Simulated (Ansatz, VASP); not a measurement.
**Na2BrCl in VASP and in Ansatz**

```
Na Br Cl
1.0
     1.98886    1.14827    6.72579
    -1.98886    1.14827    6.72579
     0.00000   -2.29654    6.72579
Na Br Cl
2 1 1
Direct
  0.25451 0.25451 0.25451
  0.74549 0.74549 0.74549
  0.50000 0.50000 0.50000
  0.00000 0.00000 0.00000
```

Change from the starting cell: strain +0.0350 x Voigt [0, 0, 1, 0, 0, 0], atoms carried along.

Alike in both runs: task single point; functional LDA; k mesh 9 × 9 × 9; occupations gaussian, width 0.05 eV; no spin polarisation.

|  | VASP | Ansatz |
| --- | --- | --- |
| version | VASP 6.6.1 | Ansatz 0.2.0 |
| potentials or method | VASP PAW LDA potentials, release 64 (Na_pv, Br, Cl) | scalar-relativistic, plane waves, PAW |
| plane-wave cutoff (eV) | 520 | 420 |
| valence electrons in the cell | 28 | 32 |

```csv
,VASP,Ansatz,Ansatz less VASP
gap on the k mesh at the Fermi level (eV),3.95,3.94,-0.009
least direct gap on the mesh (eV),3.95,3.94,-0.009
pressure (GPa),-0.9,-0.9,-0.01
largest component of the traceless stress (GPa),0.55,0.55,0.000
rms of the force components (eV/Å),0.005,0.005,+0.0003
```

Atom by atom the forces differ by 0.000 eV/Å (rms over components). The two sets of potentials don't hold the same shells in valence.

Caveats: an odd mesh through Γ misses points on the zone boundary, where band edges often lie.
